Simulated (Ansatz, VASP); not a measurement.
# Al3GaN4 (Al3GaN4 (Pm)) in two plane-wave programs, part 3 of 4

One calculation is typed for both programs; each brings its own data sets. How far apart do they land? Of the first pair: The cell is taken from a series of runs on this material, whose earlier steps may have relaxed, scaled, displaced or heated it; both programs get it as it stands.

VASP 6.6.1 and Ansatz 0.2.0.

So far. Step 2 (VASP: single point, r2SCAN): The run ends at a pressure of -0.77 GPa, with forces up to 0.17 eV/Å.

## Step 6: VASP: single point, PBEsol, start cell, pair 2

Level of this step: PBEsol; plane waves and PAW (Al, Ga_d, N) (VASP).

The same cell, functional and mesh now go to VASP, with its own data sets.

Contents of INCAR:

```
SYSTEM = Al35Ga13N48
PREC = Accurate
ENCUT = 520
EDIFF = 1E-06
NELM = 120
ISMEAR = 0
SIGMA = 0.01
LREAL = Auto
ALGO = Normal
GGA = PS
NBANDS = 328
LORBIT = 11
LWAVE = .FALSE.
LCHARG = .FALSE.
ISIF = 2
ISYM = 0
LASPH = .TRUE.
GGA_COMPAT = .FALSE.
EFERMI = MIDGAP
NCORE = 2
```

Contents of POSCAR:

```
Al35Ga13N48
1.0
   10.0869203595      0.0000000000      0.0002527838
    0.0000000000      9.3901567821      0.0000000000
   -0.0064481587      0.0000000000     10.8360190400
Al Ga N
35 13 48
Direct
    0.2477953470      0.1633132476      0.0865255365
    0.0053872100      0.1668126567      0.4169187615
[... 7 atom lines left out ...]
    0.2484449606      0.4966876601      0.5804031143
[... 5 atom lines left out ...]
    0.2532292037      0.8321812065      0.5871148772
[... 7 atom lines left out ...]
    0.5025762835      0.9957914441      0.6637470763
[... 1 atom line left out ...]
    0.4968615712      0.4981409905      0.4201351423
[... 1 atom line left out ...]
    0.7508939712      0.5049990229      0.5850795539
    0.4985852741      0.4952520078      0.9185494164
    0.5052977427      0.3323944501      0.6668707615
[... 1 atom line left out ...]
    0.5031608011      0.8366912483      0.4199538403
[... 1 atom line left out ...]
    0.7484026255      0.8381146537      0.5849235584
    0.5020655535      0.8342384671      0.9216978162
[... 1 atom line left out ...]
    0.2541207413      0.0023808974      0.8335214924
[... 1 atom line left out ...]
    0.2540436724      0.3356580804      0.8340817553
    0.2517603893      0.6623296228      0.3349788650
    0.2472777624      0.6704683581      0.8307947281
[... 1 atom line left out ...]
    0.7526504875      0.0042639331      0.8327223041
[... 1 atom line left out ...]
    0.7469442272      0.3376946811      0.8337158832
    0.7479104715      0.6618030076      0.3339498507
    0.4957405026      0.6660527769      0.6668521584
    0.7517944908      0.6620429397      0.8318894536
[... 7 atom lines left out ...]
    0.3147120561      0.0029285986      0.6656855640
[... 2 atom lines left out ...]
    0.3082836475      0.4976430222      0.4189724154
[... 2 atom lines left out ...]
    0.0605543054      0.4947254990      0.5834931324
    0.3132719687      0.4970856300      0.9162923924
    0.3080365717      0.3358325184      0.6655181305
[... 2 atom lines left out ...]
    0.3128014235      0.8375384120      0.4229186855
[... 1 atom line left out ...]
    0.0565161000      0.6618188753      0.8314620600
    0.0649604124      0.8344759498      0.5807094428
    0.3171524682      0.8313653522      0.9197491064
    0.3082988841      0.6634702854      0.6651962349
    0.5547721987      0.9956809028      0.3357526181
[... 3 atom lines left out ...]
    0.5530292919      0.0019882522      0.8296048733
    0.5568727486      0.1647101359      0.5849833050
[... 1 atom line left out ...]
    0.8066961643      0.9992127927      0.6629743870
    0.5520173144      0.3327808121      0.3363266016
[... 1 atom line left out ...]
    0.8172399792      0.5016924754      0.4205207095
[... 1 atom line left out ...]
    0.5576486453      0.3346127304      0.8372116182
    0.5622876961      0.4967726427      0.5800430804
    0.8104469772      0.5047252256      0.9209007566
    0.8073119597      0.3321277879      0.6652197544
    0.5537738260      0.6716202026      0.3330377145
[... 1 atom line left out ...]
    0.8092254159      0.8347714721      0.4232717222
[... 1 atom line left out ...]
    0.5577528455      0.6620513527      0.8342741902
    0.5628682518      0.8291769968      0.5811316585
    0.8106857476      0.8320899407      0.9242285414
    0.8116562221      0.6632019193      0.6666510828
```

Contents of KPOINTS:

```
Points of the shifted mesh
1
Reciprocal
 0.2500000000  0.2500000000  0.2500000000 1
```

The projector-augmented-wave data sets are Al, Ga_d and N (PBE family, release 64).

Started as:

```sh
> mpirun -np 8 vasp_std
```

Numbers of over 12 decimals in the logs are rounded to 6 here.

Log:

```text
[banner, memory and clock lines left out]
running    8 mpi-ranks, on    1 nodes
[...]
[... a notice as in an earlier step ...]

 LDA part: xc-table for (Slater+PW92), standard interpolation
 POSCAR, INCAR and KPOINTS ok, starting setup
[...]
entering main loop
       N       E                     dE             d eps       ncg     rms          rms(c)
DAV:   1     0.743840665228E+04    0.74384E+04   -0.18630E+05   656   0.202E+03
DAV:   2     0.148447556952E+04   -0.59539E+04   -0.55504E+04   656   0.595E+02
DAV:   3    -0.561278827811E+03   -0.20458E+04   -0.18800E+04   936   0.252E+02
DAV:   4    -0.803752214827E+03   -0.24247E+03   -0.23887E+03   864   0.944E+01
[...]
DAV:  16    -0.716007831050E+03    0.11383E-06   -0.62887E-05  1088   0.561E-02    0.693E-03
DAV:  17    -0.716007835141E+03   -0.40909E-05   -0.53973E-05   872   0.247E-02    0.543E-03
DAV:  18    -0.716007836003E+03   -0.86216E-06   -0.94303E-06   600   0.819E-03
   1 F= -.71600784E+03 E0= -.71600784E+03  d E =0.000000E+00
```

OUTCAR, selected parts (step 6):

```text
  FREE ENERGIE OF THE ION-ELECTRON SYSTEM (eV)
  ---------------------------------------------------
  free  energy   TOTEN  =      -716.0078360033 eV

  energy  without entropy=     -716.0078360033  energy(sigma->0) =     -716.00783600
```

The run ends at a pressure of 0.92 GPa, with forces up to 1.7 eV/Å.

## Step 7: Differences

What differs besides the data sets and the points named for the pairs above, as far as they apply: fixed occupations in Ansatz, narrow Gaussian smearing in VASP; the cutoff is 420 eV in Ansatz and 520 eV in VASP (PREC = Accurate, projectors in real space); Ansatz makes its cores anew for this functional, VASP keeps those of its PBE data sets. Total energies have different zeros and are not compared.

Forces on 10 of the 96 atoms, those with the largest forces and the largest differences (eV/Å; atoms numbered as in POSCAR):

| atom | Ansatz x, y, z | VASP x, y, z |
| --- | --- | --- |
| Al17 | -0.030, -0.606, -1.475 | -0.032, -0.614, -1.487 |
| Al21 | -1.380, -0.060, 0.756 | -1.390, -0.057, 0.760 |
| Al27 | -1.057, -1.165, 0.645 | -1.058, -1.177, 0.645 |
| Ga36 | 1.392, -0.235, 0.742 | 1.388, -0.233, 0.733 |
| N50 | -1.385, -0.604, 0.694 | -1.392, -0.606, 0.697 |
| N59 | 0.822, 0.435, 0.537 | 0.811, 0.436, 0.511 |
| N63 | 0.209, 1.091, 0.664 | 0.194, 1.073, 0.650 |
| N65 | 0.339, 0.484, 1.473 | 0.344, 0.486, 1.488 |
| N87 | 0.754, -1.294, 0.563 | 0.749, -1.283, 0.545 |
| N96 | 0.424, 1.085, -0.850 | 0.420, 1.099, -0.831 |

The forces differ by 7.3 meV/Å r.m.s., which is 1.1 % of the r.m.s. force of 0.635 eV/Å (both taken over all components).

## Step 8: Ansatz: relaxation, PBEsol

The two programs are compared at the cell with which this relaxation starts, whose forces are those of its first step.

The structure compared here is the start of the Ansatz relaxation; VASP solves that cell, so the two are compared at the walk's first step.

Contents of input.yaml:

```yaml
crystal:
  lattice:
    - [10.08692036, 0.0, 0.00025278]
    - [0.0, 9.39015678, 0.0]
    - [-0.00644816, 0.0, 10.83601904]
  atoms:
    - { symbol: Al, position: [0.25011429, 0.16666667, 0.08366547] }
    - { symbol: Al, position: [0.00045975, 0.16666667, 0.41740262] }
    - { symbol: Al, position: [0.00054363, 0.0, 0.16584607] }
    - { symbol: Ga, position: [0.24970976, 0.0, 0.33310101] }
    - { symbol: "N", position: [0.05558729, 0.0, 0.33316331] }
    - { symbol: "N", position: [0.06122767, 0.16666667, 0.08357752] }
    - { symbol: "N", position: [0.31256195, 0.16666667, 0.42009678] }
    - { symbol: "N", position: [0.31159516, 0.0, 0.16314772] }
    - { symbol: Al, position: [0.25011429, 0.16666667, 0.58366547] }
    - { symbol: Al, position: [0.00045975, 0.16666667, 0.91740262] }
    - { symbol: Al, position: [0.00054363, 0.0, 0.66584607] }
    - { symbol: Ga, position: [0.24970976, 0.0, 0.83310101] }
    - { symbol: "N", position: [0.05558729, 0.0, 0.83316331] }
    - { symbol: "N", position: [0.06122767, 0.16666667, 0.58357752] }
    - { symbol: "N", position: [0.31256195, 0.16666667, 0.92009678] }
    - { symbol: "N", position: [0.31159516, 0.0, 0.66314772] }
    - { symbol: Al, position: [0.25011429, 0.5, 0.08366547] }
    - { symbol: Al, position: [0.00045975, 0.5, 0.41740262] }
    - { symbol: Al, position: [0.00054363, 0.33333333, 0.16584607] }
    - { symbol: Ga, position: [0.24970976, 0.33333333, 0.33310101] }
    - { symbol: "N", position: [0.05558729, 0.33333333, 0.33316331] }
    - { symbol: "N", position: [0.06122767, 0.5, 0.08357752] }
    - { symbol: "N", position: [0.31256195, 0.5, 0.42009678] }
    - { symbol: "N", position: [0.31159516, 0.33333333, 0.16314772] }
    - { symbol: Al, position: [0.25011429, 0.5, 0.58366547] }
    - { symbol: Al, position: [0.00045975, 0.5, 0.91740262] }
    - { symbol: Al, position: [0.00054363, 0.33333333, 0.66584607] }
    - { symbol: Ga, position: [0.24970976, 0.33333333, 0.83310101] }
    - { symbol: "N", position: [0.05558729, 0.33333333, 0.83316331] }
    - { symbol: "N", position: [0.06122767, 0.5, 0.58357752] }
    - { symbol: "N", position: [0.31256195, 0.5, 0.92009678] }
    - { symbol: "N", position: [0.31159516, 0.33333333, 0.66314772] }
    - { symbol: Al, position: [0.25011429, 0.83333333, 0.08366547] }
    - { symbol: Al, position: [0.00045975, 0.83333333, 0.41740262] }
    - { symbol: Al, position: [0.00054363, 0.66666667, 0.16584607] }
    - { symbol: Ga, position: [0.24970976, 0.66666667, 0.33310101] }
    - { symbol: "N", position: [0.05558729, 0.66666667, 0.33316331] }
    - { symbol: "N", position: [0.06122767, 0.83333333, 0.08357752] }
    - { symbol: "N", position: [0.31256195, 0.83333333, 0.42009678] }
    - { symbol: "N", position: [0.31159516, 0.66666667, 0.16314772] }
    - { symbol: Al, position: [0.25011429, 0.83333333, 0.58366547] }
    - { symbol: Al, position: [0.00045975, 0.83333333, 0.91740262] }
    - { symbol: Al, position: [0.00054363, 0.66666667, 0.66584607] }
    - { symbol: Ga, position: [0.24970976, 0.66666667, 0.83310101] }
    - { symbol: "N", position: [0.05558729, 0.66666667, 0.83316331] }
    - { symbol: "N", position: [0.06122767, 0.83333333, 0.58357752] }
    - { symbol: "N", position: [0.31256195, 0.83333333, 0.92009678] }
    - { symbol: "N", position: [0.31159516, 0.66666667, 0.66314772] }
    - { symbol: Al, position: [0.75011429, 0.16666667, 0.08366547] }
    - { symbol: Al, position: [0.50045975, 0.16666667, 0.41740262] }
    - { symbol: Al, position: [0.50054363, 0.0, 0.16584607] }
    - { symbol: Ga, position: [0.74970976, 0.0, 0.33310101] }
    - { symbol: "N", position: [0.55558729, 0.0, 0.33316331] }
    - { symbol: "N", position: [0.56122767, 0.16666667, 0.08357752] }
    - { symbol: "N", position: [0.81256195, 0.16666667, 0.42009678] }
    - { symbol: "N", position: [0.81159516, 0.0, 0.16314772] }
    - { symbol: Al, position: [0.75011429, 0.16666667, 0.58366547] }
    - { symbol: Al, position: [0.50045975, 0.16666667, 0.91740262] }
    - { symbol: Al, position: [0.50054363, 0.0, 0.66584607] }
    - { symbol: Ga, position: [0.74970976, 0.0, 0.83310101] }
    - { symbol: "N", position: [0.55558729, 0.0, 0.83316331] }
    - { symbol: "N", position: [0.56122767, 0.16666667, 0.58357752] }
    - { symbol: "N", position: [0.81256195, 0.16666667, 0.92009678] }
    - { symbol: "N", position: [0.81159516, 0.0, 0.66314772] }
    - { symbol: Al, position: [0.75011429, 0.5, 0.08366547] }
    - { symbol: Al, position: [0.50045975, 0.5, 0.41740262] }
    - { symbol: Al, position: [0.50054363, 0.33333333, 0.16584607] }
    - { symbol: Ga, position: [0.74970976, 0.33333333, 0.33310101] }
    - { symbol: "N", position: [0.55558729, 0.33333333, 0.33316331] }
    - { symbol: "N", position: [0.56122767, 0.5, 0.08357752] }
    - { symbol: "N", position: [0.81256195, 0.5, 0.42009678] }
    - { symbol: "N", position: [0.81159516, 0.33333333, 0.16314772] }
    - { symbol: Al, position: [0.75011429, 0.5, 0.58366547] }
    - { symbol: Al, position: [0.50045975, 0.5, 0.91740262] }
    - { symbol: Al, position: [0.50054363, 0.33333333, 0.66584607] }
    - { symbol: Ga, position: [0.74970976, 0.33333333, 0.83310101] }
    - { symbol: "N", position: [0.55558729, 0.33333333, 0.83316331] }
    - { symbol: "N", position: [0.56122767, 0.5, 0.58357752] }
    - { symbol: "N", position: [0.81256195, 0.5, 0.92009678] }
    - { symbol: "N", position: [0.81159516, 0.33333333, 0.66314772] }
    - { symbol: Al, position: [0.75011429, 0.83333333, 0.08366547] }
    - { symbol: Al, position: [0.50045975, 0.83333333, 0.41740262] }
    - { symbol: Al, position: [0.50054363, 0.66666667, 0.16584607] }
    - { symbol: Ga, position: [0.74970976, 0.66666667, 0.33310101] }
    - { symbol: "N", position: [0.55558729, 0.66666667, 0.33316331] }
    - { symbol: "N", position: [0.56122767, 0.83333333, 0.08357752] }
    - { symbol: "N", position: [0.81256195, 0.83333333, 0.42009678] }
    - { symbol: "N", position: [0.81159516, 0.66666667, 0.16314772] }
    - { symbol: Al, position: [0.75011429, 0.83333333, 0.58366547] }
    - { symbol: Al, position: [0.50045975, 0.83333333, 0.91740262] }
    - { symbol: Ga, position: [0.50054363, 0.66666667, 0.66584607] }
    - { symbol: Ga, position: [0.74970976, 0.66666667, 0.83310101] }
    - { symbol: "N", position: [0.55558729, 0.66666667, 0.83316331] }
    - { symbol: "N", position: [0.56122767, 0.83333333, 0.58357752] }
    - { symbol: "N", position: [0.81256195, 0.83333333, 0.92009678] }
    - { symbol: "N", position: [0.81159516, 0.66666667, 0.66314772] }
  host:
    repeats: [2, 3, 2]
    atoms:
      - { symbol: Al, position: [0.50022857, 0.5, 0.16733093] }
      - { symbol: Al, position: [0.00091951, 0.5, 0.83480524] }
      # ... 6 more atoms of the perfect host
total_charge: -1
basis:
  ecutwfc: 420
  xc_grid: 2
hamiltonian:
  xc: pbesol
kpoints:
  mp_grid: { grid: [1, 1, 1], shift: [0.25, 0.25, 0.25] }
magnetization:
  spin_polarized: true
  initial_magnetization: 1
  spin_locking: { lock_magnetization: hard }
scf:
  occupations: { method: fixed }
  max_iter: 100
output:
  forces: true
  charged_corrections:
    epsilon: [4.99, 4.79, 4.8]
    static_epsilon: [9.98, 8.63, 8.67]
    defect_position: [0.500544, 0.666667, 0.665846]
relax:
  f_tol: 0.02
  max_steps: 80
  random_displacement: { amplitude: 0.05, seed: 3519 }
checkpoint:
  write: "../qm1_M1.relax.run"
  compress: false
  write_wavefunctions: true
  write_every: 100000
```

Started as:

```sh
> ansatz run input.yaml --threads 4 --pin off --max-ram 7536MiB --backend cpu --events-out ev --progress --plain --runs-dir out
```

Log:

```text
[...]
Crystal: 96 atoms, lattice volume = 1026.364 Å³
Basis set: ecut = 420 eV, 20007 PW (Γ), exchange–correlation on 144×128×150 points (8 copies of the dense FFT grid, shifted against one another)
Bands: 354, of which v1, the nominal top of the filled ones, is band 258 counted from 1 (257 counted from 0)
Symmetry: 1 space group operations
k-points: 1
[...]
Starting moments: Σ|m| = 1 μB on 96 of 96 sites
[...]
- { symbol: Al, position: [0.500920, 0.666493, 0.165643] }
    - { symbol: Ga, position: [0.749804, 0.666072, 0.332866] }
[...]
- { symbol: Al, position: [0.751485, 0.833295, 0.583249] }
    - { symbol: Al, position: [0.500283, 0.833655, 0.918181] }
    - { symbol: Ga, position: [0.499794, 0.666492, 0.665579] }
    - { symbol: Ga, position: [0.750780, 0.666052, 0.833277] }
    - { symbol: N, position: [0.557060, 0.666496, 0.837005] }
    - { symbol: N, position: [0.563410, 0.837229, 0.581425] }
    - { symbol: N, position: [0.812939, 0.833056, 0.920283] }
    - { symbol: N, position: [0.811967, 0.666142, 0.662662] }
```

(Continued in part 4 of 4.)

[Lines on the potential files, build, host, timing and source positions are cut from VASP's logs without a mark.]

[Logs are printed without paths, hosts, clocks, repeated set-up lines and the standing remarks that a program may print on its own settings, such as how far it seeks lower states.]

[Hosts, paths, dates, database ids (printed as entryN), source tags and the programs' standing remarks are cut or masked in the printed files.]
